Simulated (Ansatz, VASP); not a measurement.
**Cross-check of BeSi between VASP and Ansatz**

Wanted: the spread between two codes on one cell, functional and k mesh. The cell is invented: other elements were put on sites of a known structure type. It may not be a known or stable phase. The cell is taken from a series of VASP runs on this material, whose earlier steps may have relaxed, scaled or displaced it; both programs get it as it stands. Other levels of theory on this material are compared in a session of their own.

Main program and level: Ansatz 0.2.0; plane waves, with VASP 6.6.1 beside it; band structure at PBEsol.

## 1. The structure

Symmetry: Pm-3m, No. 221, cubic system. The conventional cell has a = 2.824 Å, b = 2.824 Å, c = 2.824 Å, α = 90.00°, β = 90.00°, γ = 90.00°. Nearest to Be lie 8 Si at 2.45 Å. Si has 8 Be at 2.45 Å nearest. Farther neighbours are not listed.

## 2. VASP: band structure, PBEsol

A single point gives forces, pressure and levels at one fixed geometry, so differences don't come from the geometry; what else differs is listed under the comparison.

Lines of VASP's logs that name or quote its potential files are left out, and so is its time.

Input file INCAR:

```
SYSTEM = BeSi
PREC = Accurate
ENCUT = 400
EDIFF = 1E-06
NELM = 100
ISMEAR = 0
SIGMA = 0.05
LREAL = .FALSE.
ALGO = Normal
GGA = PS
LORBIT = 11
LWAVE = .FALSE.
LCHARG = .FALSE.
```

Input file POSCAR:

```
BeSi
1.0
    2.8238981152      0.0000000000      0.0000000000
    0.0000000000      2.8238981152      0.0000000000
    0.0000000000      0.0000000000      2.8238981152
Be Si
1 1
Direct
    0.5000000000      0.5000000000      0.5000000000
    0.0000000000      0.0000000000      0.0000000000
```

Input file KPOINTS:

```
Automatic mesh
0
Gamma
9 9 9
0 0 0
```

Input file KPOINTS_OPT:

```
Line mode
16
Line-mode
Reciprocal
  0.00000000   0.00000000   0.00000000 GAMMA
  0.00000000   0.50000000   0.00000000 X

  0.00000000   0.50000000   0.00000000 X
  0.50000000   0.50000000   0.00000000 M

  0.50000000   0.50000000   0.00000000 M
  0.00000000   0.00000000   0.00000000 GAMMA

  0.00000000   0.00000000   0.00000000 GAMMA
  0.50000000   0.50000000   0.50000000 R

  0.50000000   0.50000000   0.50000000 R
  0.00000000   0.50000000   0.00000000 X

  0.50000000   0.50000000   0.00000000 M
  0.50000000   0.50000000   0.50000000 R
```

Potentials, in the order of the species: Be and Si (PBE family, release 64).

Command:

```
mpirun -np 1 vasp_std
```

Numbers of over 12 decimals in the logs are rounded to 6 here.

The log of the run:

```text
[banner, memory and clock lines left out]
running    1 mpi-ranks, on    1 nodes
 distrk:  each k-point on    1 cores,    1 groups
 distr:  one band on    1 cores,    1 groups

 POSCAR found type information on POSCAR BeSi
 POSCAR found :  2 types and       2 ions
|                                                                             |
|               ----> ADVICE to this user running VASP <----                  |
|                                                                             |
|     You enforced a specific xc type in the INCAR file but a different       |
|     [... a line on the potential file left out ...]
|     I HOPE YOU KNOW WHAT YOU ARE DOING!                                     |
|                                                                             |

 LDA part: xc-table for (Slater+PW92), standard interpolation
 POSCAR, INCAR and KPOINTS ok, starting setup
 FFT: planning ... GRIDC
 FFT: planning ... GRID_SOFT
 FFT: planning ... GRID
 WAVECAR not read
 entering main loop
       N       E                     dE             d eps       ncg     rms          rms(c)
DAV:   1    -0.210521839828E+01   -0.21052E+01   -0.21734E+03   497   0.539E+02
DAV:   2    -0.873097125728E+01   -0.66258E+01   -0.64961E+01   707   0.610E+01
DAV:   3    -0.883217253609E+01   -0.10120E+00   -0.10117E+00   623   0.747E+00
DAV:   4    -0.883291882034E+01   -0.74628E-03   -0.74628E-03   805   0.490E-01
DAV:   5    -0.883291948472E+01   -0.66438E-06   -0.66369E-06   623   0.116E-02    0.335E+00
DAV:   6    -0.878148365429E+01    0.51436E-01   -0.61258E-02   714   0.126E+00    0.179E+00
DAV:   7    -0.876615357413E+01    0.15330E-01   -0.40544E-02   700   0.103E+00    0.228E-01
DAV:   8    -0.876543489134E+01    0.71868E-03   -0.43497E-03   665   0.375E-01    0.649E-02
DAV:   9    -0.876522026930E+01    0.21462E-03   -0.12667E-03   686   0.179E-01    0.531E-02
DAV:  10    -0.876520069276E+01    0.19577E-04   -0.63019E-05   693   0.485E-02    0.129E-02
DAV:  11    -0.876520064933E+01    0.43434E-07   -0.67217E-07   476   0.722E-03
   1 F= -.87652006E+01 E0= -.87634415E+01  d E =-.351829E-02
 Start KPOINTS_OPT (optional k-point list driver)
k-point batch [1-35\96]
       N       E                     dE             ncg
DAV:   1     0.114048448046E+04   -0.45080E+04      497
DAV:   2     0.864896454789E+03   -0.27559E+03      721
DAV:   3     0.860078875180E+03   -0.48176E+01      644
DAV:   4     0.860050130760E+03   -0.28744E-01      749
DAV:   5     0.860050042124E+03   -0.88636E-04      616
DAV:   6     0.860050041253E+03   -0.87076E-06      833
[...]
k-point batch [71-96\96]
       N       E                     dE             ncg
DAV:   1     0.322249886929E+04   -0.56841E+04      378
DAV:   2     0.307369374300E+04   -0.14881E+03      469
DAV:   3     0.306989531150E+04   -0.37984E+01      483
DAV:   4     0.306982471492E+04   -0.70597E-01      567
DAV:   5     0.306982448299E+04   -0.23193E-03      434
DAV:   6     0.306982448012E+04   -0.28651E-05      560
DAV:   7     0.306982448011E+04   -0.18298E-07      392
```

From OUTCAR (step 2):

```text
ion  position               nearest neighbor table
   1  0.500  0.500  0.500-   2 2.45   2 2.45   2 2.45   2 2.45   2 2.45   2 2.45   2 2.45   2 2.45

  LATTYP: Found a simple cubic cell.
 ALAT       =     2.8238981152

 Subroutine GETGRP returns: Found 48 space group operations
 (whereof 48 operations were pure point group operations)

The static configuration has the point symmetry O_h .

 Found     35 irreducible k-points:

   k-points           NKPTS =     35   k-points in BZ     NKDIM =     35   number of bands    NBANDS=      7

   dimension x,y,z NGX =    18 NGY =   18 NGZ =   18
   dimension x,y,z NGXF=    36 NGYF=   36 NGZF=   36

   ENCUT  =  400.0 eV  29.40 Ry    5.42 a.u.   4.61  4.61  4.61*2*pi/ulx,y,z

   NELECT =       6.0000    total number of electrons

 k-points in reciprocal lattice and weights: Automatic mesh
   0.00000000  0.00000000  0.00000000       0.001
   0.11111111  0.00000000  0.00000000       0.008
   0.22222222  0.00000000  0.00000000       0.008
   0.33333333  0.00000000  0.00000000       0.008
   0.44444444  0.00000000  0.00000000       0.008
   0.11111111  0.11111111  0.00000000       0.016
   0.22222222  0.11111111  0.00000000       0.033
   0.33333333  0.11111111  0.00000000       0.033
   0.44444444  0.11111111  0.00000000       0.033
[...]
0.44444444  0.44444444  0.33333333       0.033
   0.44444444  0.44444444  0.44444444       0.011

 average (electrostatic) potential at core
       1 -31.2982       2 -80.5298

 E-fermi :   9.1680

 k-point     1 :       0.0000    0.0000    0.0000
  band No.  band energies     occupation
      1      -4.5528      2.00000
      2      10.5905      0.00000
      3      10.5905      0.00000
      4      10.5905      0.00000
      5      13.6233      0.00000
      6      13.6233      0.00000
    ...

 k-point     2 :       0.1111    0.0000    0.0000
  band No.  band energies     occupation
      1      -4.3485      2.00000
      2       8.5351      2.00000
      3      10.7972      0.00000
      4      10.7972      0.00000
      5      13.8344      0.00000
      6      15.4816      0.00000
      7      18.1371      0.00000

 k-point     3 :       0.2222    0.0000    0.0000
  band No.  band energies     occupation
      1      -3.7421      2.00000
      2       5.7284      2.00000
      3      11.4160      0.00000
      4      11.4160      0.00000
      5      14.4515      0.00000
      6      16.7972      0.00000
      7      20.2964      0.00000

  Total       -0.0021406     -0.0021406     -0.0021406      0.0000000      0.0000000     -0.0000000
  in kB       -0.1523013     -0.1523013     -0.1523013      0.0000000      0.0000000     -0.0000000
  external PRESSURE =      -0.1523013 kB  Pullay stress =       0.0000000 kB

  energy-cutoff  :      400.00
  volume of cell :       22.52
      direct lattice vectors                 reciprocal lattice vectors
     2.823898115  0.000000000  0.000000000     0.354120425  0.000000000  0.000000000
     0.000000000  2.823898115  0.000000000     0.000000000  0.354120425  0.000000000
     0.000000000  0.000000000  2.823898115     0.000000000  0.000000000  0.354120425

 POSITION                                       TOTAL-FORCE (eV/Angst)
 -----------------------------------------------------------------------------------
      1.41195      1.41195      1.41195         0.000000      0.000000      0.000000
      0.00000      0.00000      0.00000         0.000000      0.000000      0.000000
 -----------------------------------------------------------------------------------
    total drift:                                0.000000     -0.000000      0.000000

  FREE ENERGIE OF THE ION-ELECTRON SYSTEM (eV)
  ---------------------------------------------------
  free  energy   TOTEN  =        -8.7652006493 eV

  energy  without entropy=       -8.7616823554  energy(sigma->0) =       -8.76344150

 total charge
# of ion       s       p       d       tot
------------------------------------------
    1        0.417   0.581   0.000   0.999
    2        0.807   0.770   0.000   1.577
--------------------------------------------------
tot          1.224   1.351   0.000   2.575

[... 3 further parts left out ...]
```

The run ends at a pressure of -0.02 GPa.

## 3. Ansatz: band structure, PBEsol

Ansatz runs on its default PAW (the set named soft_2) files.

The same cell, functional, mesh and smearing now go to Ansatz, which takes its cutoff from its data sets.

Input file input.yaml:

```yaml
crystal:
  lattice:
    - [2.8238981152, 0.0, 0.0]
    - [0.0, 2.8238981152, 0.0]
    - [0.0, 0.0, 2.8238981152]
  atoms:
    - { symbol: Be, position: [0.5, 0.5, 0.5] }
    - { symbol: Si, position: [0.0, 0.0, 0.0] }
hamiltonian:
  xc: pbesol
  pseudopotentials: { kind: paw }
kpoints:
  mp_grid: { grid: [9, 9, 9] }
  band_path:
    path:
      - [0.0, 0.0, 0.0]
      - [0.0, 0.1, 0.0]
      - [0.0, 0.2, 0.0]
      - [0.0, 0.3, 0.0]
      - [0.0, 0.43333, 0.0]
      - [0.0, 0.5, 0.0]
      - [0.1, 0.5, 0.0]
      - [0.2, 0.5, 0.0]
      - [0.33333, 0.5, 0.0]
      - [0.43333, 0.5, 0.0]
      - [0.5, 0.5, 0.0]
      - [0.36667, 0.36667, 0.0]
      - [0.26667, 0.26667, 0.0]
      - [0.16667, 0.16667, 0.0]
      - [0.06667, 0.06667, 0.0]
      - [0.03333, 0.03333, 0.03333]
      - [0.13333, 0.13333, 0.13333]
      - [0.23333, 0.23333, 0.23333]
      - [0.33333, 0.33333, 0.33333]
      - [0.46667, 0.46667, 0.46667]
      - [0.46667, 0.5, 0.46667]
      - [0.36667, 0.5, 0.36667]
      - [0.23333, 0.5, 0.23333]
      - [0.13333, 0.5, 0.13333]
      - [0.03333, 0.5, 0.03333]
      - [0.5, 0.5, 0.03333]
      - [0.5, 0.5, 0.16667]
      - [0.5, 0.5, 0.26667]
      - [0.5, 0.5, 0.36667]
      - [0.5, 0.5, 0.5]
    npoints: 1
scf:
  occupations: { method: gaussian, width: 0.05 }
  n_extra_bands: 7
output:
  forces: true
  stress: true
  eigenvalues: true
```

Command:

```
ansatz run input.yaml --threads 2 --pin off --max-ram 4608MiB --backend cpu --events-out ev --progress --plain --runs-dir out
```

The log of the run:

```text
scf.n_extra_bands = 7 over 3 filled bands (N_el = 6.0): the run solves 10 bands
Engine: ansatz 0.2.0, x86_64-unknown-linux-gnu
Pseudopotentials: kind: paw
Pseudopotential: Be, paw, valence charge 2, recommended cutoff 420 eV (normal), Be.paw.azcp
Pseudopotential: Si, paw, valence charge 4, recommended cutoff 420 eV (normal), Si.paw.azcp
Functional definition: PBEsol
  exchange = pbesol_x
  correlation = pbesol_c
Crystal: 2 atoms, lattice volume = 22.519 Å³
Basis set: ecut = 420 eV, 461 PW (Γ), exchange–correlation on 40×40×40 points (8 copies of the dense FFT grid, shifted against one another)
Bands: 10, of which v1, the nominal top of the filled ones, is band 3 counted from 1 (2 counted from 0)
Symmetry: 48 space group operations
Space group: Pm-3m (ITA 221), of the structure as read, at distance tolerance 2.8e-5 Å
k-points: 35 of 729
Non-local potential: Be, projectors of the file, l = 0: 2, l = 1: 2, l = 2: 1
Non-local potential: Si, projectors of the file, l = 0: 2, l = 1: 2, l = 2: 2
PAW form: soft (Blöchl's): semilocal exchange-correlation on the pseudo side does not see the compensation charge
PAW frozen core: Be, regenerated for the run's functional, and the local potential with it (the file was generated under x = pbe(κ = 0.804, μ = 0.219515), c = pbe(β = 0.066725))
PAW frozen core: Si, regenerated for the run's functional, and the local potential with it (the file was generated under x = pbe(κ = 0.804, μ = 0.219515), c = pbe(β = 0.066725))
PAW one-centre angular grid: Be, 110 points (default); XC on 64 Gauss nodes
PAW one-centre angular grid: Si, 110 points (default); XC on 64 Gauss nodes
Initial density: superposition of atomic densities (neutral atoms: chi_scale 0, normalization atom), corrected by the library's trained network
Initial wavefunctions: pseudopotential atomic-orbital guess
Functional: x = pbesol(κ = 0.804, μ = 0.123457), c = pbesol(β = 0.046)
SCF iter   1: F=—  HF=-710.865605 eV  |F-HF|=—  |Δ(HF+E_count)|=         —  Δρ=4.92e-3  dr2=9.24e-3  ethr=1.77e-3  ⟨swp⟩=5.3  Hψ=2502  notcnv=0  defer=2
preconditioner: auto → none  [metal: Δε(μ)=0.041 eV  Ē_g=14.298 eV  σ=0.050 eV  W_gap=0.42  n_scr=0 (ndim 8)  ℏωp=19.2 eV  f_vac=0.000  D(μ)=2.43/eV (n_scr^D=26)]
SCF iter   2: F=—  HF=-710.861935 eV  |F-HF|=—  |Δ(HF+E_count)|=   3.67e-3  Δρ=8.06e-4  dr2=1.15e-4  ethr=1.54e-4  ⟨swp⟩=2.0  Hψ=718  notcnv=0  defer=71
SCF iter   3: F=—  HF=-710.861921 eV  |F-HF|=—  |Δ(HF+E_count)|=   1.45e-5  Δρ=3.00e-4  dr2=7.50e-6  ethr=1.92e-6  ⟨swp⟩=1.9  Hψ=366  notcnv=0  defer=71
SCF iter   4: F=—  HF=-710.861877 eV  |F-HF|=—  |Δ(HF+E_count)|=   4.38e-5  Δρ=2.90e-5  dr2=2.82e-7  ethr=1.25e-7  ⟨swp⟩=2.0  Hψ=377  notcnv=0  defer=71
iter 5 did not close the SCF: its close was put off for the readings that it lacked (scf_convergence_deferred on its scf_iter line)
SCF iter   5: F=-710.861877 eV  HF=-710.861877 eV  |F-HF|=7.84e-9  |Δ(HF+E_count)|=   8.31e-8  Δρ=5.49e-6  dr2=1.11e-8  ethr=4.71e-9  ⟨swp⟩=2.1  Hψ=367  notcnv=0  defer=71
SCF iter   6: F=-710.861877 eV  HF=-710.861877 eV  |F-HF|=8.38e-11  |Δ(HF+E_count)|=   4.05e-9  Δρ=5.88e-7  dr2=1.23e-10  ethr=1.85e-10  ⟨swp⟩=5.3  Hψ=1492  notcnv=0
SCF 1 converged in 6 iterations: F = -710.861877 eV  dr2 = 1.23e-10
  greatest PAW one-centre occupation: 0.664 electrons in one spin orbital (limit 2), on the Si atom at site 1 (counted from 0), in its partial waves of l = 0
NSCF: frozen V_eff on 30 k-points
SCF converged after 6 iterations
Free energy (F): -710.861877 eV
Harris-Foulkes:  -710.861877 eV  (|F-HF|=8.38e-11)
Internal energy: -710.858413 eV  (E = F + TS)
E sigma→0 (E₀):  -710.860145 eV
Entropy (-TS):   -0.003464 eV (-1.732 meV/atom)
Fermi energy:    9.901664 eV
--- Per-component energies (eV) ---
  E_band       = 26.086321
  E_kinetic    = 61.596572
  E_local      = 4.863040  (includes V_loc(G=0)·N_el)
  E_nonlocal   = 29.998525
  E_hartree    = 0.910696
  E_xc         = -75.251558
  E_vxc        = -68.864949  (∫ρ·V_xc dr)
  E_paw        = -555.623160  (= ΣΔE_a)
  E_vpaw       = -3.328249  (= ΣTr[D̂ρ^β])
  E_aug_tail   = 0.000006  (compensation charges beyond the density's cutoff)
  E_ewald      = -177.393627
  E_core_change = 0.041092  (= ΣΔE_core)
  E_smearing   = -0.003464  (= −TS)
  E_closure    = 0.000000  (closes the sum)
  Σ components = -710.861877   (vs F -710.861877, Δ=0.00e0)
--- Forces (eV/Å), atoms counted from 1 ---
  atom   1  Be     0.00000000     0.00000000     0.00000000
  atom   2  Si    -0.00000000    -0.00000000     0.00000000
  max |Σ_I F_I| component: 3.70e-31 eV/Å
--- Stress (GPa, compression-positive) ---
       -0.196220       0.000000       0.000000
        0.000000      -0.196220       0.000000
        0.000000       0.000000      -0.196220
  P = ⅓ Tr σ = -0.1962 GPa (-1.962 kbar)
--- Band table (eV; the first three rows and the last of 35) ---
  k-point 0: bands = ["-3.8137", "11.3230", "11.3230", "11.3230", "14.3574", "14.3574", "18.2509", "24.8191", "24.8191", "24.8191"]
  k-point 1: bands = ["-3.6096", "9.2698", "11.5297", "11.5297", "14.5672", "16.2090", "18.8550", "23.4449", "23.4449", "24.3608"]
  k-point 2: bands = ["-3.0035", "6.4646", "12.1483", "12.1483", "15.1832", "17.5180", "21.0181", "21.0181", "21.3020", "23.6146"]
  k-point 34: bands = ["5.8539", "7.4897", "7.4897", "8.6064", "9.5359", "9.5359", "10.8693", "14.7172", "32.8203", "33.1807"]
```

Wall time 0.55 s (2 threads of Intel Xeon 6975P-C (Granite Rapids), shared host); peak memory 0.31 GiB.

The column dr2 measures how far the density is from self-consistency, as an energy; F and HF (Harris–Foulkes) agree once it is small.

## 4. Differences

Known differences besides the potentials themselves: the cutoff is 420 eV in Ansatz and 400 eV in VASP; Ansatz makes its cores anew for this functional, VASP keeps those of its PBE data sets; VASP leaves aspherical gradient terms in its spheres out (LASPH is not set), Ansatz keeps them. Total energies have different zeros and are not compared.

Compared:

```tsv
quantity	Ansatz	VASP	difference
pressure (GPa)	-0.20	-0.02	-0.18
```

Levels from 3 eV below to 2 eV above the Fermi level differ by 3 meV r.m.s. and 6 meV at most; each VASP level is matched to the nearest of Ansatz, which flatters the figure a little.

## 5. Summary of results

```json
{
 "r.m.s. difference of levels near the Fermi level (band structure, PBEsol)": "2.6 meV"
}
```

In words: The r.m.s. difference of levels near the Fermi level is 2.6 meV (band structure, PBEsol), within the 80 meV picked in this series as the mark of a large difference. 3 further runs of this series are not shown here. Such differences can come from data sets, numerical settings and the points named under the comparisons, not from the functional's error against experiment.

[Lines on the potential files, build, host, timing and source positions are cut from VASP's logs without a mark.]

[Logs are printed without paths, hosts, clocks, repeated set-up lines and the standing remarks that a program may print on its own settings, such as how far it seeks lower states.]

[Hosts, paths, dates, database ids (printed as entryN), source tags and the programs' standing remarks are cut or masked in the printed files.]
